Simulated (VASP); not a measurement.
Output of a VASP run:

**OSZICAR**
```
       N       E                     dE             d eps       ncg     rms          rms(c)
DAV:   1    -0.382033022147E+02   -0.38203E+02   -0.36815E-03  1525   0.156E-01    0.432E-01
DAV:   2    -0.382052366458E+02   -0.19344E-02   -0.25185E-02  1508   0.421E-01    0.880E-01
DAV:   3    -0.382023284091E+02    0.29082E-02   -0.78332E-03  1510   0.260E-01    0.144E-01
DAV:   4    -0.382023486469E+02   -0.20238E-04   -0.60589E-04  1549   0.477E-02    0.649E-02
DAV:   5    -0.382023459726E+02    0.26743E-05   -0.51589E-05  1245   0.175E-02    0.208E-02
DAV:   6    -0.382023469660E+02   -0.99336E-06   -0.38932E-06  1125   0.552E-03
   1 F= -.38202347E+02 E0= -.38205795E+02  d E =0.103435E-01
```

**OUTCAR**
```
------------------------ aborting loop because EDIFF is reached ----------------------------------------
  FORCE on cell =-STRESS in cart. coord.  units (eV):
  Direction    XX          YY          ZZ          XY          YZ          ZX
  --------------------------------------------------------------------------------------
  Total       -1.2055996     -1.8864660     -0.1372286      0.0000000      0.0000000      0.0000000
  in kB       -4.0046455     -6.2662822     -0.4558329      0.0000000      0.0000000      0.0000000
  external PRESSURE =      -3.5755869 kB  Pullay stress =       0.0000000 kB
  volume of cell :      482.34
      direct lattice vectors                 reciprocal lattice vectors
     3.601148574  0.000000000  0.000000000     0.277689181  0.000000000  0.000000000
     0.000000000  5.544931103  0.000000000     0.000000000  0.180344892  0.000000000
     0.000000000  0.000000000 24.155298992     0.000000000  0.000000000  0.041398784
 POSITION                                       TOTAL-FORCE (eV/Angst)
 -----------------------------------------------------------------------------------
      1.80057      2.77247      9.62655         0.000000      0.000000     -0.001897
      0.00000      0.00000      8.50581         0.000000      0.000000      0.015273
      0.00000      2.77247     12.65616         0.000000      0.000000     -0.007355
      1.80057      0.00000     11.49913         0.000000      0.000000      0.007355
      1.80057      2.77247     15.64949         0.000000      0.000000     -0.015273
      0.00000      0.00000     14.52875         0.000000      0.000000      0.001897
 -----------------------------------------------------------------------------------
    total drift:                                0.000000      0.000000     -0.000000
  FREE ENERGIE OF THE ION-ELECTRON SYSTEM (eV)
  ---------------------------------------------------
  free  energy   TOTEN  =       -38.2023469660 eV

  energy  without entropy=      -38.2126904242  energy(sigma->0) =      -38.20579479

 total charge

# of ion       s       p       d       f       tot
--------------------------------------------------
    1        2.300   6.196   0.969   0.008   9.472
    2        2.312   6.118   0.922   0.005   9.357
    3        2.291   6.255   0.991   0.009   9.546
    4        2.291   6.255   0.991   0.009   9.546
    5        2.312   6.118   0.922   0.005   9.357
    6        2.300   6.196   0.969   0.008   9.472
--------------------------------------------------
tot         13.804  37.138   5.764   0.044  56.750
```
(Selected blocks of OUTCAR.)

### POSCAR
```
Y(100) slab
1
    3.6011485743     0.0000000000     0.0000000000
    0.0000000000     5.5449311029     0.0000000000
    0.0000000000     0.0000000000    24.1552989919
Y
6
Direct
  0.5000000000   0.5000000000   0.3985275232
  0.0000000000   0.0000000000   0.3521300305
  0.0000000000   0.5000000000   0.5239498055
  0.5000000000   0.0000000000   0.4760501945
  0.5000000000   0.5000000000   0.6478699695
  0.0000000000   0.0000000000   0.6014724768
```

Task: Reconstruct the remaining input files.

Result: Several could match; the one computed here: the input of the run itself, PBEsol GGA, plane waves, VASP's PBE PAW potentials (set 64).

### INCAR
```
SYSTEM = Y(100) slab
PREC = Normal
ENCUT = 400
EDIFF = 1E-6
NELM = 100
ALGO = Normal
LREAL = .FALSE.
LASPH = .TRUE.
ISMEAR = 1
SIGMA = 0.1
GGA = PS
LMAXMIX = 4
LWAVE = .FALSE.
LCHARG = .FALSE.
NELMIN = 4
LDIPOL = .TRUE.
IDIPOL = 3
DIPOL = 0.5 0.5 0.5
LVHAR = .TRUE.
LORBIT = 11
```

KPOINTS:
```
Automatic mesh
0
Gamma
8 5 1
0 0 0
```

POTCAR, in this order: Y_sv (PBE.64 set). Program: vasp_std. Read from the step before: WAVECAR.

The cell is a thin slab with vacuum, built from Y (hcp): (100) face.
